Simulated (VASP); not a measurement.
Set up this calculation in VASP 6.6.1, as the native input.

```yaml
Task: density of states
Functional: PBE
Potentials_or_basis: VASP PAW PBE potentials, release 64 (Al, B, P)
Cutoff: 520 eV
k_mesh: 4 × 4 × 6
Occupations: gaussian, width 0.03 eV
Spin: no spin polarisation
k_mesh_for_the_DOS: 6 × 6 × 9
Occupations_for_the_DOS: tetrahedron
Further_INCAR_settings: ALGO = Normal; EDIFF = 1e-06; NBANDS = 46
```

AlB3P4:

```
Al B P
1.0
     6.75613    0.00000    0.00000
     0.00000    5.84539    0.00000
     0.00000    0.00000    5.58216
Al B P
2 6 8
Direct
  0.50000 0.66260 0.50175
  0.00000 0.33740 0.00175
  0.50000 0.31727 0.99978
  0.25164 0.83754 0.00163
  0.74836 0.83754 0.00163
  0.00000 0.68273 0.49978
  0.24836 0.16246 0.50163
  0.75164 0.16246 0.50163
  0.50000 0.65311 0.91710
  0.22472 0.85186 0.36198
  0.77528 0.85186 0.36198
  0.00000 0.71002 0.85933
  0.00000 0.34689 0.41710
  0.27528 0.14814 0.86198
  0.72472 0.14814 0.86198
  0.50000 0.28998 0.35933
```

The cell was built by a generator and needn't be a form met in nature.

The input as run:

POSCAR

```
AlB3P4
1.0
    6.7561300000      0.0000000000      0.0000000000
    0.0000000000      5.8453900000      0.0000000000
    0.0000000000      0.0000000000      5.5821600000
Al B P
2 6 8
Direct
    0.5000000000      0.6626010000      0.5017500000
    0.0000000000      0.3373990000      0.0017500000
    0.5000000000      0.3172690000      0.9997830000
    0.2516360000      0.8375350000      0.0016340000
    0.7483640000      0.8375350000      0.0016340000
    0.0000000000      0.6827310000      0.4997830000
    0.2483640000      0.1624650000      0.5016340000
    0.7516360000      0.1624650000      0.5016340000
    0.5000000000      0.6531080000      0.9171040000
    0.2247210000      0.8518590000      0.3619820000
    0.7752790000      0.8518590000      0.3619820000
    0.0000000000      0.7100190000      0.8593300000
    0.0000000000      0.3468920000      0.4171040000
    0.2752790000      0.1481410000      0.8619820000
    0.7247210000      0.1481410000      0.8619820000
    0.5000000000      0.2899810000      0.3593300000
```

INCAR.step1

```
SYSTEM = AlB3P4
ALGO = Normal
EDIFF = 1E-6
ENCUT = 520
GGA = PE
ISIF = 2
ISMEAR = 0
KPAR = 4
LASPH = .True.
LCHARG = .True.
LREAL = .False.
LWAVE = .False.
NBANDS = 46
NELM = 100
PREC = Accurate
SIGMA = 0.03
```

KPOINTS.step1

```
k-points
0
Gamma
  4 4 6
  0 0 0
```

INCAR.step2

```
SYSTEM = AlB3P4
ALGO = Normal
EDIFF = 1E-6
ENCUT = 520
GGA = PE
ICHARG = 11
ISIF = 2
ISMEAR = -5
KPAR = 4
LASPH = .True.
LCHARG = .False.
LORBIT = 11
LREAL = .False.
LWAVE = .False.
NBANDS = 46
NEDOS = 1001
NELM = 100
PREC = Accurate
SIGMA = 0.03
```

KPOINTS.step2

```
k-points
0
Gamma
  6 6 9
  0 0 0
```

Potentials or basis: VASP PAW PBE potentials, release 64 (Al, B, P).

Command:

```bash
$ cat potpaw_PBE.64/Al/POTCAR potpaw_PBE.64/B/POTCAR potpaw_PBE.64/P/POTCAR > POTCAR
$ cp INCAR.step1 INCAR
$ cp KPOINTS.step1 KPOINTS
$ mpirun -np 4 vasp_std > vasp.out
$ cp INCAR.step2 INCAR
$ cp KPOINTS.step2 KPOINTS
$ mpirun -np 4 vasp_std > vasp.out
```

It gave:

```json
{
 "Valence electrons inside the program's atomic spheres": "Al 0.87; B 1.86, 1.80; P 2.55, 2.58, 2.56"
}
```

It took 4.3 min on 4 MPI ranks on Intel(R) Xeon(R) Platinum 8559C (Emerald Rapids), on a shared host, peak memory 0.69 GiB a rank.
